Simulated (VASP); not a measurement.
Computed with r2SCAN meta-GGA, VASP's PBE PAW potentials (set 64) (plane waves; VASP).

VASP ran on this input.

### POSCAR
```
SiNi
1.0
  4.4623959873   0.0000000000   0.0000000000
  0.0000000000   4.4623959873   0.0000000000
  0.0000000000   0.0000000000   4.4623959873
Ni Si
4 4
direct
  0.1488124092   0.1488124092   0.1488124092
  0.6488124092   0.3511875908   0.8511875908
  0.8511875908   0.6488124092   0.3511875908
  0.3511875908   0.8511875908   0.6488124092
  0.8469758203   0.8469758203   0.8469758203
  0.3469758203   0.6530241797   0.1530241797
  0.1530241797   0.3469758203   0.6530241797
  0.6530241797   0.1530241797   0.3469758203
```

File KPOINTS_OPT:
```
k-points along high-symmetry lines
8
Line-mode
Reciprocal
  0.000000   0.000000   0.000000 ! GAMMA
  0.000000   0.500000   0.000000 ! X

  0.000000   0.500000   0.000000 ! X
  0.500000   0.500000   0.000000 ! M

  0.500000   0.500000   0.000000 ! M
  0.000000   0.000000   0.000000 ! GAMMA

  0.000000   0.000000   0.000000 ! GAMMA
  0.500000   0.500000   0.500000 ! R

  0.500000   0.500000   0.500000 ! R
  0.000000   0.500000   0.000000 ! X

  0.500000   0.500000   0.500000 ! R
  0.500000   0.500000   0.000000 ! M

  0.500000   0.500000   0.000000 ! M
  0.500000   0.000000   0.000000 ! X_1
```

**KPOINTS**
```
Automatic mesh
0
Gamma
8 8 8
0 0 0
```

**INCAR**
```
LMAXMIX = 4   # l cut-off of mixed one-centre charges
PREC = Accurate
ISMEAR = -5   # tetrahedra, Bloechl
LEFG = .True.
NEDOS = 601   # DOS grid
ISIF = 2   # forces and stress, cell fixed
LORBIT = 11
LCHARG = .False.
SYSTEM = SiNi
LWAVE = .False.
EDIFF = 1E-7   # SCF stop (eV)
LASPH = .True.   # aspherical one-centre terms
LREAL = .False.   # projection in real space or not
METAGGA = R2SCAN
LMIXTAU = .True.
ENCUT = 400
ALGO = Normal   # blocked Davidson
NELM = 100   # most electronic steps
```

POTCAR, in this order: Ni Si (PBE.64 set). Program: vasp_std.

For a metal the tetrahedron method with Blöchl corrections gives inexact stress and forces.

Q: Predict the energy per atom (σ→0), band gap (over mesh and band path).

A: 
| Quantity | Value |
|---|---|
| energy per atom (σ→0) | -10.731 eV/atom |
| band gap (over mesh and band path) | none (metal, semimetal or under 0.01 eV) |

OSZICAR:
```
...
DAV:  14    -0.858513801852E+02    0.54146E-04   -0.16057E-04  4017   0.117E-01    0.287E-02
DAV:  15    -0.858514145286E+02   -0.34343E-04   -0.66038E-05  4173   0.962E-02    0.117E-02
DAV:  16    -0.858514265551E+02   -0.12026E-04   -0.15642E-05  3072   0.308E-02    0.329E-03
DAV:  17    -0.858514279258E+02   -0.13707E-05   -0.13022E-06  3587   0.931E-03    0.191E-03
DAV:  18    -0.858514279217E+02    0.41355E-08   -0.20944E-07  1920   0.582E-03
   1 F= -.85851428E+02 E0= -.85851428E+02  d E =0.000000E+00
       N       E                     dE             ncg
       N       E                     dE             ncg
```

The structure was generated: SiNi was put into the FeSi type (P2_13), which need not be its known phase. It was relaxed first. The run is not spin-polarised, so no magnetic state was tried.
